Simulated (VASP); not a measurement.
TlBr (CsCl type), at 1.04 of the tabulated volume:

```
CELL_PARAMETERS angstrom
      4.04251     0.00000     0.00000
      0.00000     4.04251     0.00000
      0.00000     0.00000     4.04251
ATOMIC_POSITIONS crystal
  Tl 0.00000 0.00000 0.00000
  Br 0.50000 0.50000 0.50000
```

The lowest empty band near R, direction [111], from PBE with spin-orbit coupling in VASP (PAW); its two spin partners are averaged. The gap over the points computed is 1.54 eV, and the next band on that side lies 1.08 eV away at the edge.

Settings: 400 eV cut-off, 7×7×7 Γ-centred mesh, Gaussian smearing of 0.050 eV, potentials Tl_d Br.

| distance from the edge in k (1/Å) | distance in energy (meV) |
|---|---|
| 0.018 | 3.9 |
| 0.025 | 7.4 |
| 0.035 | 14.5 |
| 0.050 | 29.3 |
| 0.070 | 56.3 |

Fit E(1 + αE) = ħ²k²/2m* (ħ²/2m0 = 3.810 eV Å²) and predict the row at 0.095 1/Å.

Least squares on the energies gives the electron mass m* = 0.318 m0 and α = 0.74 per eV, and so 100.5 meV. The run gave 100.5 meV, -0.0 meV from the fit.

Left out are points under 3 meV from the edge, since the levels carry 0.1 meV, and points farther than half the way to the next band.

The compound is TlBr in the CsCl type structure. The cell was not relaxed at this level.
